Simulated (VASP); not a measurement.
Computed with PBE GGA, VASP's PBE PAW potentials (set 64) (plane waves; VASP).

A VASP calculation is set up with these files.

POSCAR:
```
PbTe
1
    0.0000000000     3.2832904818     3.2832904818
    3.2832904818     0.0000000000     3.2832904818
    3.2832904818     3.2832904818     0.0000000000
Te Pb
1 1
Direct
  0.5000000000   0.5000000000   0.5000000000
  0.0000000000   0.0000000000   0.0000000000
```

**INCAR**
```
! general
SYSTEM  = PbTe
PREC    = Accurate
ENCUT   = 520
LREAL   = F
LASPH   = T

! electronic loop
EDIFF   = 1E-6
NELM    = 100
ALGO    = Normal
LMAXMIX = 4

! smearing
ISMEAR  = 0
SIGMA   = 0.05

! functional
GGA     = PE

! output
LWAVE   = F
LCHARG  = T
```

File KPOINTS:
```
Automatic mesh
0
Gamma
6 6 6
0 0 0
```

POTCAR, in this order: Te Pb_d (PBE.64 set). Program: vasp_std.

The resulting files:

File OSZICAR:
```
       N       E                     dE             d eps       ncg     rms          rms(c)
DAV:   1     0.152608286483E+03    0.15261E+03   -0.94427E+03   448   0.141E+03
DAV:   2     0.324414475551E+01   -0.14936E+03   -0.14632E+03   484   0.341E+02
DAV:   3    -0.737753387287E+01   -0.10622E+02   -0.10494E+02   592   0.964E+01
DAV:   4    -0.766001789449E+01   -0.28248E+00   -0.28241E+00   568   0.190E+01
DAV:   5    -0.766808357999E+01   -0.80657E-02   -0.80656E-02   588   0.269E+00    0.303E+00
DAV:   6    -0.752529459719E+01    0.14279E+00   -0.34757E-01   564   0.458E+00    0.186E+00
DAV:   7    -0.752179604561E+01    0.34986E-02   -0.98911E-02   560   0.172E+00    0.921E-01
DAV:   8    -0.752385149178E+01   -0.20554E-02   -0.10454E-02   484   0.120E+00    0.136E-01
DAV:   9    -0.752380395603E+01    0.47536E-04   -0.11858E-03   654   0.374E-01    0.526E-02
DAV:  10    -0.752386412032E+01   -0.60164E-04   -0.13756E-04   466   0.842E-02    0.247E-02
DAV:  11    -0.752387356482E+01   -0.94445E-05   -0.25081E-05   504   0.399E-02    0.710E-03
DAV:  12    -0.752387391308E+01   -0.34825E-06   -0.18460E-06   546   0.162E-02
   1 F= -.75238739E+01 E0= -.75238739E+01  d E =-.909723E-13
```

OUTCAR:
```
------------------------ aborting loop because EDIFF is reached ----------------------------------------
  FORCE on cell =-STRESS in cart. coord.  units (eV):
  Direction    XX          YY          ZZ          XY          YZ          ZX
  --------------------------------------------------------------------------------------
  Total        0.0008451      0.0008451      0.0008451      0.0000000      0.0000000     -0.0000000
  in kB        0.0191285      0.0191285      0.0191285      0.0000000      0.0000000     -0.0000000
  external PRESSURE =       0.0191285 kB  Pullay stress =       0.0000000 kB
  volume of cell :       70.79
      direct lattice vectors                 reciprocal lattice vectors
     0.000000000  3.283290482  3.283290482    -0.152286251  0.152286251  0.152286251
     3.283290482  0.000000000  3.283290482     0.152286251 -0.152286251  0.152286251
     3.283290482  3.283290482  0.000000000     0.152286251  0.152286251 -0.152286251
  FREE ENERGIE OF THE ION-ELECTRON SYSTEM (eV)
  ---------------------------------------------------
  free  energy   TOTEN  =        -7.5238739131 eV

  energy  without entropy=       -7.5238739131  energy(sigma->0) =       -7.52387391
```
(Selected blocks of OUTCAR.)

OUTCAR:
```
 val. band max:        5.0097908587   @ k =   0.5000   0.0000   0.0000

 cond. band min:       5.8397150358   @ k =   0.5000   0.0000   0.0000


 Fermi energy:         5.2468095321

 k-point     1 :       0.0000    0.0000    0.0000
  band No.  band energies     occupation
      1     -11.6349      2.00000
      2     -11.6349      2.00000
      3     -11.6292      2.00000
      4     -11.6292      2.00000
      5     -11.6292      2.00000
      6      -6.6138      2.00000
      7      -0.6978      2.00000
      8       3.8501      2.00000
      9       3.8501      2.00000
     10       3.8501      2.00000
     11       9.0374      0.00000
     12       9.0374      0.00000
     13       9.0374      0.00000
     14      10.9219      0.00000

 k-point     2 :       0.1667    0.0000    0.0000
  band No.  band energies     occupation
      1     -11.6375      2.00000
      2     -11.6375      2.00000
      3     -11.6286      2.00000
      4     -11.6259      2.00000
      5     -11.6259      2.00000
      6      -6.3936      2.00000
      7      -1.3207      2.00000
      8       3.9175      2.00000
      9       3.9175      2.00000
     10       4.1650      2.00000
     11       7.9126      0.00000
     12       8.1673      0.00000
     13       8.1673      0.00000
     14      10.7883      0.00000

 k-point     3 :       0.3333    0.0000    0.0000
  band No.  band energies     occupation
      1     -11.6436      2.00000
      2     -11.6436      2.00000
      3     -11.6274      2.00000
      4     -11.6186      2.00000
      5     -11.6186      2.00000
      6      -5.7981      2.00000
      7      -2.5600      2.00000
      8       4.1172      2.00000
      9       4.1172      2.00000
     10       4.6705      2.00000
     11       6.5246      0.00000
     12       6.9496      0.00000
     13       6.9496      0.00000
     14      11.6698      0.00000

 k-point     4 :       0.5000    0.0000    0.0000
  band No.  band energies     occupation
...
```

Unless said otherwise, spin-orbit coupling is left out, though it shifts the bands of the heavy elements here.

The compound is PbTe in the rock salt structure. It was relaxed first, which changed the volume by +5 %.
